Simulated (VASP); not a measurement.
OSZICAR of a VASP run on Cd₃ZnTe₄ (ordered alloy cell):

File OSZICAR:
```
       N       E                     dE             d eps       ncg     rms          rms(c)
DAV:   1     0.440614437236E+03    0.44061E+03   -0.27586E+04   344   0.123E+03
DAV:   2     0.101505048876E+02   -0.43046E+03   -0.42138E+03   388   0.324E+02
DAV:   3    -0.198764243635E+02   -0.30027E+02   -0.29912E+02   405   0.919E+01
DAV:   4    -0.204204834146E+02   -0.54406E+00   -0.54374E+00   402   0.115E+01
DAV:   5    -0.204283784008E+02   -0.78950E-02   -0.78937E-02   410   0.145E+00    0.100E+01
DAV:   6    -0.195702635297E+02    0.85811E+00   -0.22479E+00   420   0.146E+01    0.807E+00
DAV:   7    -0.195256944744E+02    0.44569E-01   -0.84689E-01   359   0.451E+00    0.318E+00
DAV:   8    -0.195268785435E+02   -0.11841E-02   -0.59152E-02   372   0.210E+00    0.104E+00
DAV:   9    -0.195276973032E+02   -0.81876E-03   -0.47292E-03   359   0.471E-01    0.409E-01
DAV:  10    -0.195280950510E+02   -0.39775E-03   -0.12496E-03   377   0.173E-01    0.119E-01
DAV:  11    -0.195282662494E+02   -0.17120E-03   -0.45439E-04   369   0.134E-01    0.517E-02
DAV:  12    -0.195282525963E+02    0.13653E-04   -0.68730E-05   375   0.714E-02    0.275E-02
DAV:  13    -0.195282645975E+02   -0.12001E-04   -0.55404E-05   364   0.280E-02    0.459E-02
DAV:  14    -0.195282622644E+02    0.23331E-05   -0.16248E-05   337   0.232E-02    0.108E-02
DAV:  15    -0.195282623891E+02   -0.12472E-06   -0.11885E-06   263   0.482E-03
   1 F= -.19528262E+02 E0= -.19528262E+02  d E =-.129396E-10
```

Task: Which electronic solver shows in the log?

Result: It is blocked Davidson (ALGO = Normal, or the opening steps of other solvers). The INCAR had ALGO = Normal.

Task: Can the final energy be trusted as converged?

Result: The calculation finished and met its thresholds. It stopped with EDIFF = 1E-6, NELM = 100 (PBE GGA, plane waves, VASP's PBE PAW potentials (set 64)).

The structure was generated: Cd3ZnTe4 was put into an ordered model structure (P-43m), which need not be its known phase. It was relaxed first, which changed the volume by +5 %.
